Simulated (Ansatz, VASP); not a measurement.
# Cross-check of CO2 between VASP and Ansatz, part 2 of 2

One calculation is typed for both programs; each brings its own data sets. How far apart do they land? The cell is taken from a series of runs on this material, whose earlier steps may have relaxed, scaled, displaced or heated it; both programs get it as it stands.

VASP 6.6.1 and Ansatz 0.2.0.

So far: The starting structure; VASP: G0W0 gap, PBE0 form with 35 % exact exchange with an exact-exchange share of 0.35.

## 3. Ansatz: G0W0 gap, PBE0 form with 35 % exact exchange with an exact-exchange share of 0.35

Level of this step: Ansatz beside VASP: Kohn-Sham DFT, plane waves, PBE0 form with 35 % exact exchange (Ansatz).

Ansatz runs on its PAW soft_1 files.

The same cell, functional and mesh now go to Ansatz, which takes its cutoff from its data sets.

input.yaml reads:

```yaml
crystal:
  lattice:
    - [5.49707328, 0.0, 0.0]
    - [0.0, 5.49707328, 0.0]
    - [0.0, 0.0, 5.49707328]
  atoms:
    - { symbol: C, position: [0.0, 0.0, 0.0] }
    - { symbol: C, position: [0.5, 0.0, 0.5] }
    - { symbol: C, position: [0.5, 0.5, 0.0] }
    - { symbol: C, position: [0.0, 0.5, 0.5] }
    - { symbol: O, position: [0.12253698, 0.12253698, 0.12253698] }
    - { symbol: O, position: [0.37746302, 0.87746302, 0.62253698] }
    - { symbol: O, position: [0.62253698, 0.37746302, 0.87746302] }
    - { symbol: O, position: [0.87746302, 0.62253698, 0.37746302] }
    - { symbol: O, position: [0.87746302, 0.87746302, 0.87746302] }
    - { symbol: O, position: [0.62253698, 0.12253698, 0.37746302] }
    - { symbol: O, position: [0.37746302, 0.62253698, 0.12253698] }
    - { symbol: O, position: [0.12253698, 0.37746302, 0.62253698] }
kpoints:
  mp_grid: { grid: [2, 2, 2] }
hamiltonian:
  xc: { exchange: pbe, correlation: pbe, exx: { coeff: 0.35 } }
  pseudopotentials: { kind: paw, azcp: { folder: soft_1 } }
scf:
  occupations: { method: fixed }
gw:
  n_empty_bands: 692
  ecut_chi: 150.0
  qp_bands: [v4, c4]
  qp_kpoints: band_edges
  screening: { model: contour_deformation }
```

The run is started by

```bash
> ansatz run input.yaml --threads 2 --pin off --max-ram 73728MiB --backend cuda --events-out ev --progress --plain --runs-dir out --devices 1 --max-vram 13GiB
```

Numbers of over 12 decimals in the logs are rounded to 6 here.

The log of the run:

```text
GPUs: using 1 of 1 available (devices: 1).
Engine: ansatz 0.2.0, x86_64-unknown-linux-gnu
Pseudopotentials: kind: paw
Pseudopotential: C, paw, valence charge 4, recommended cutoff 420 eV (normal), soft_1/C.paw.azcp
Pseudopotential: O, paw, valence charge 6, recommended cutoff 420 eV (normal), soft_1/O.paw.azcp
Functional definition: unnamed
  parameter a_1 = 0.35
  exchange = (1 - a_1)*pbe_x + a_1*exact_x
  correlation = pbe_c
davidson cushion auto → on  (no smearing: the cushion is to keep the highest requested band from converging to the state above it; pin scf.eigensolver.cushion to override)
device memory: the entry about to start is reckoned to put 1.7 GiB on a device that reports 37.7 GiB free (of which the cap on the GPU budget leaves the run 13.0 GiB)
GPU FFT provider: cuFFT
GPU libraries: cuBLAS 13.8.2, cuFFT 12.4.0, cuSOLVER 12.3.4
Crystal: 12 atoms, lattice volume = 166.110 Å³
Basis set: ecut = 420 eV, 3239 PW (Γ)
Bands: 44, of which v1, the nominal top of the filled ones, is band 32 counted from 1 (31 counted from 0)
Symmetry: 24 space group operations
Space group: Pa-3 (ITA 205), of the structure as read, at distance tolerance 5.5e-5 Å
k-points: 4 of 8
Non-local potential: C, projectors of the file, l = 0: 2, l = 1: 2, l = 2: 1
Non-local potential: O, projectors of the file, l = 0: 2, l = 1: 2, l = 2: 1
PAW form: soft (Blöchl's): semilocal exchange-correlation on the pseudo side does not see the compensation charge
PAW frozen core: C, regenerated for the run's functional, and the local potential with it (the file was generated under x = pbe(κ = 0.804, μ = 0.219515), c = pbe(β = 0.066725))
PAW frozen core: O, regenerated for the run's functional, and the local potential with it (the file was generated under x = pbe(κ = 0.804, μ = 0.219515), c = pbe(β = 0.066725))
PAW one-centre angular grid: C, 110 points (default); XC on 64 Gauss nodes
PAW one-centre angular grid: O, 110 points (default); XC on 64 Gauss nodes
Initial density: superposition of atomic densities (chi_scale 0.1, normalization cell, long waves kept (reshape's long-wave potential 0.02 eV rms))
Initial wavefunctions: pseudopotential atomic-orbital guess
GPU buffer pool allocated for 64000 grid points (all kernels)
GPU transforms: local potential and band sums: pruned to the plane-wave sphere, on 40×40×40
Functional: x = pbe(κ = 0.804, μ = 0.219515), c = pbe(β = 0.066725), warm-up for x = 0.65 pbe(κ = 0.804, μ = 0.219515) + 0.35 exact, c = pbe(β = 0.066725)
SCF iter   1: F=—  HF=-5542.945517 eV  |F-HF|=—  |Δ(HF+E_count)|=         —  Δρ=9.97e-2  dr2=1.20e1  ethr=1.00e-1  ⟨swp⟩=4.0  Hψ=596  notcnv=0
preconditioner: auto → none  [insulator: Δε(μ)=7.888 eV  Ē_g=16.630 eV  n_scr=32 (ndim 8)  ℏωp=23.0 eV  f_vac=0.064]
SCF iter   2: F=—  HF=-5539.971294 eV  |F-HF|=—  |Δ(HF+E_count)|=    2.97e0  Δρ=4.99e-2  dr2=2.04e0  ethr=1.87e-2  ⟨swp⟩=3.2  Hψ=492  notcnv=0
SCF iter   3: F=—  HF=-5539.567286 eV  |F-HF|=—  |Δ(HF+E_count)|=   4.04e-1  Δρ=1.99e-2  dr2=3.90e-1  ethr=3.19e-3  ⟨swp⟩=3.0  Hψ=430  notcnv=0
SCF iter   4: F=—  HF=-5539.540772 eV  |F-HF|=—  |Δ(HF+E_count)|=   2.65e-2  Δρ=8.83e-3  dr2=7.23e-2  ethr=6.09e-4  ⟨swp⟩=2.0  Hψ=388  notcnv=0
iter 5 solved again at ethr=6.36e-6 eV; its pass at ethr=1.13e-4 eV (dr2=4.07e-3 eV) is discarded
SCF iter   5: F=-5539.533675 eV  HF=-5539.535642 eV  |F-HF|=1.97e-3  |Δ(HF+E_count)|=   5.13e-3  Δρ=1.81e-3  dr2=3.95e-3  ethr=6.36e-6  ⟨swp⟩=3.5  Hψ=819  notcnv=0
SCF 1 stopped early in 5 iterations: F = -5539.533675 eV  dr2 = 3.95e-3
  greatest PAW one-centre occupation: 0.882 electrons in one spin orbital (limit 2), on the O atom at site 11 (counted from 0), in its partial waves of l = 0
device memory: the entry about to start is reckoned to put 2.4 GiB on a device that reports 37.5 GiB free (of which the cap on the GPU budget leaves the run 13.0 GiB)
GPU FFT provider: cuFFT
GPU libraries: cuBLAS 13.8.2, cuFFT 12.4.0, cuSOLVER 12.3.4
Initial density: handed on by an earlier stage of this run
Initial wavefunctions: those handed on with the density
GPU buffer pool allocated for 64000 grid points (all kernels)
GPU transforms: local potential and band sums: pruned to the plane-wave sphere, on 40×40×40
Functional: x = 0.65 pbe(κ = 0.804, μ = 0.219515) + 0.35 exact, c = pbe(β = 0.066725)
Exchange kernel: α = 0.3500, full range, Wigner–Seitz truncation, v(0) = 4142.5324 eV·Å³, q-mesh 2×2×2, nearest image of the exchange supercell L = 10.99 Å, pair-density grid 30×30×30, without the augmentation charges, whose exchange is taken in its separable form by FFT convolution over the k-point mesh (sized by the pseudopotential files, 40×40×40 at the most), smooth part of the exact exchange by density-matrix convolution in up to 845.6 MiB of GPU memory as planned if the GPU has room (build and FFT work areas not counted)
Frozen-core exchange: fock
[...]
SCF iter   6: F=-5537.408469 eV  HF=-5537.408469 eV  |F-HF|=6.28e-7  |Δ(HF+E_count)|=   4.31e-5  Δρ=3.40e-5  dr2=2.25e-5  ethr=6.58e-8  ⟨swp⟩=3.0  Hψ=548  notcnv=0
SCF 2 stopped early in 6 iterations: F = -5537.408469 eV  dr2 = 2.25e-5
  greatest PAW one-centre occupation: 0.886 electrons in one spin orbital (limit 2), on the O atom at site 8 (counted from 0), in its partial waves of l = 0
hybrid outer 1: dexx = +9.961e-2 eV, tail = 3.34e-4 eV
[...]
SCF 3 converged in 4 iterations: F = -5537.409848 eV  dr2 = 6.57e-8
  greatest PAW one-centre occupation: 0.886 electrons in one spin orbital (limit 2), on the O atom at site 9 (counted from 0), in its partial waves of l = 0
hybrid outer 2: dexx = +1.009e-5 eV, tail = 4.07e-7 eV, Δε = 1.83e-3 eV (about 7.36e-5 eV left of the loop's levels)
device memory: the entry about to start is reckoned to put 4.0 GiB on a device that reports 48.5 GiB free (of which the cap on the GPU budget leaves the run 13.0 GiB)
NSCF: frozen V_eff on 4 k-points
Exchange-term sweep: 0 of 4 (spin, k) points
Exchange-term sweep: 1 of 4 (spin, k) points
Exchange-term sweep: 2 of 4 (spin, k) points
Exchange-term sweep: 3 of 4 (spin, k) points
Exchange-term sweep: 4 of 4 (spin, k) points
G₀W₀ screening: q 1/4
[... further progress lines ...]
hybrid SCF converged: 2 outer / 10 inner (+5 warm-up), last move |dexx| = 1.01e-5 eV, tail = 4.07e-7 eV
Stability not checked: this state was not tested for a lower state beside it, because the functional holds exact exchange (a hybrid, or Hartree-Fock), whose exchange loop this test does not read (fock_operator; see scf.lower_state_search)
Free energy (F): -5537.409851 eV
Frozen-core exchange: fock
Harris-Foulkes:  -5537.409851 eV  (|F-HF|=1.55e-8)
Internal energy: -5537.409851 eV  (E = F + TS)
E sigma→0 (E₀):  -5537.409851 eV
Fermi energy:    -3.972836 eV
--- Per-component energies (eV) ---
  E_band       = -775.987284
  E_kinetic    = 1687.212529
  E_local      = -4585.956502  (includes V_loc(G=0)·N_el)
  E_nonlocal   = 504.838647
  E_hartree    = 1572.884641
  E_xc         = -507.223048
  E_vxc        = -639.709087  (∫ρ·V_xc dr)
  E_exx        = -300.848072  (= α·E_x^exact, valence–valence)
  E_paw        = -1638.269710  (= ΣΔE_a)
  E_vpaw       = -286.454625  (= ΣTr[D̂ρ^β])
  E_aug_tail   = 0.006079  (compensation charges beyond the density's cutoff)
  E_ewald      = -2269.675893
  E_core_change = -0.378521  (= ΣΔE_core)
  E_smearing   = -0.000000  (= −TS)
  E_closure    = -0.000000  (closes the sum)
  Σ components = -5537.409851   (vs F -5537.409851, Δ=0.00e0)
--- Band table (eV) ---
  k-point 0: bands = [... 28 lower, -4.2222, -4.2222, -3.9728, -3.9728, 6.4673, 7.9335, 7.9335, 7.9335, ... 4 higher]
  k-point 1: bands = [... 28 lower, -4.3519, -4.3519, -4.0649, -4.0649, 7.8425, 7.8425, 8.0691, 8.0691, ... 4 higher]
  k-point 2: bands = [... 28 lower, -4.3183, -4.3183, -4.3183, -4.3183, 7.8281, 7.8281, 7.8281, 7.8281, ... 4 higher]
  k-point 3: bands = [... 28 lower, -4.3688, -4.3688, -4.3688, -4.3688, 7.8464, 7.8464, 7.8464, 7.8464, ... 4 higher]
  guard bands above this table: 4 of the run's 44 bands. The solve was not asked for them (output.publish_guard_bands: true or output.eigenvalues: true publishes all)
--- G₀W₀: contour deformation, 5 samples at zero and on the imaginary axis and 0 off it, 8 q-points, 692 empty bands' worth ---
  eigenvalues of the whole cell's RPA ε∞ on this k-mesh (on a slab, of 1 + 4πα/V) = 1.7343, 1.7343, 1.7343; static W/v taken at q = 0 is 0.576590
  bands read: the sum over 724 bands ends inside a degenerate multiplet in 1 slot, whose members it reads at an even weight; the widest, k=0: bands 724 to 726 (counted from 1) at 1/3 each
  gw.qp_kpoints: band_edges: 4 of 4 stored k-points solved, in 1 pass; an edge of the gap read off the rows below is read off those points alone
    ik  band        ε_KS         Σx   Σc(E_QP)       V_xc       Z   E_QP_lin       E_QP  E_QP is
     0    29     -4.2222   -25.9060     2.5268   -22.6992  0.8602    -4.9040    -4.9022  root
     0    30     -4.2222   -25.9060     2.5268   -22.6992  0.8602    -4.9040    -4.9022  root
     0    31     -3.9728   -26.2308     2.5139   -23.0704  0.8599    -4.6209    -4.6193  root
     0    32     -3.9728   -26.2308     2.5139   -23.0704  0.8599    -4.6209    -4.6193  root
     0    33      6.4673    -5.8848    -2.8486    -9.3317  0.9096     7.0667     7.0657  root
     0    34      7.9335   -10.2710    -2.8946   -14.8071  0.8819     9.5830     9.5750  root
     0    35      7.9335   -10.2710    -2.8946   -14.8071  0.8819     9.5830     9.5750  root
     0    36      7.9335   -10.2710    -2.8946   -14.8071  0.8819     9.5830     9.5750  root
     1    29     -4.3519   -25.7720     2.5395   -22.5375  0.8602    -5.0488    -5.0469  root
     1    30     -4.3519   -25.7720     2.5395   -22.5375  0.8602    -5.0488    -5.0469  root
     1    31     -4.0649   -26.1364     2.5213   -22.9586  0.8599    -4.7231    -4.7214  root
     1    32     -4.0649   -26.1364     2.5213   -22.9586  0.8599    -4.7231    -4.7214  root
     1    33      7.8425    -9.5402    -2.9383   -14.0061  0.8855     9.3770     9.3701  root
     1    34      7.8425    -9.5402    -2.9383   -14.0061  0.8855     9.3770     9.3701  root
     1    35      8.0691    -7.5375    -3.0428   -11.6726  0.8957     9.1650     9.1615  root
     1    36      8.0691    -7.5375    -3.0428   -11.6726  0.8957     9.1650     9.1615  root
     2    29     -4.3183   -25.8134     2.5392   -22.5848  0.8601    -5.0096    -5.0077  root
     2    30     -4.3183   -25.8134     2.5392   -22.5848  0.8601    -5.0096    -5.0077  root
     2    31     -4.3183   -25.8134     2.5392   -22.5848  0.8601    -5.0096    -5.0077  root
     2    32     -4.3183   -25.8134     2.5392   -22.5848  0.8601    -5.0096    -5.0077  root
     2    33      7.8281    -9.3315    -2.9323   -13.7429  0.8868     9.3136     9.3071  root
     2    34      7.8281    -9.3315    -2.9323   -13.7429  0.8868     9.3136     9.3071  root
     2    35      7.8281    -9.3315    -2.9323   -13.7429  0.8868     9.3136     9.3071  root
     2    36      7.8281    -9.3315    -2.9323   -13.7429  0.8868     9.3136     9.3071  root
     3    29     -4.3688   -25.6660     2.5308   -22.4338  0.8606    -5.0722    -5.0703  root
     3    30     -4.3688   -25.6660     2.5308   -22.4338  0.8606    -5.0722    -5.0703  root
     3    31     -4.3688   -25.6660     2.5308   -22.4338  0.8606    -5.0722    -5.0703  root
     3    32     -4.3688   -25.6660     2.5308   -22.4338  0.8606    -5.0722    -5.0703  root
     3    33      7.8464   -10.1567    -2.8845   -14.6680  0.8826     9.4810     9.4732  root
     3    34      7.8464   -10.1567    -2.8845   -14.6680  0.8826     9.4810     9.4732  root
     3    35      7.8464   -10.1567    -2.8845   -14.6680  0.8826     9.4810     9.4732  root
     3    36      7.8464   -10.1567    -2.8845   -14.6680  0.8826     9.4810     9.4732  root
```

## 4. Differences

Known differences besides the potentials themselves: exact exchange at q = 0 is treated differently, which shows on coarse meshes; VASP keeps PBE cores, Ansatz makes them for the functional; fixed occupations in Ansatz, narrow Gaussian smearing in VASP; the cutoff is 420 eV in Ansatz and 440 eV in VASP; Ansatz integrates over frequency by contour deformation, VASP on a grid of NOMEGA points; Ansatz's G0W0 levels solve the quasiparticle equation, VASP's are linearised. Total energies have different zeros and are not compared.

Both answers:

```csv
quantity,Ansatz,VASP,difference
G0W0 gap on the mesh (eV),11.69,11.69,0.00
Kohn-Sham gap under it (eV),10.44,10.46,-0.02
```

## 5. Outcome

| Quantity | Value |
| --- | --- |
| difference in G0W0 gap on the mesh (G0W0 gap, PBE0 form with 35 % exact exchange with an exact-exchange share of 0.35) | -0.0040 eV |

In words: The difference in G0W0 gap on the mesh is -0.0040 eV (G0W0 gap, PBE0 form with 35 % exact exchange with an exact-exchange share of 0.35). How closely two codes agree says nothing of how well the functional describes the real material.

[Lines on the potential files, build, host, timing and source positions are cut from VASP's logs without a mark.]

[Logs are printed without paths, hosts, clocks, repeated set-up lines and the standing remarks that a program may print on its own settings, such as how far it seeks lower states.]

[Hosts, paths, dates, database ids (printed as entryN), source tags and the programs' standing remarks are cut or masked in the printed files.]
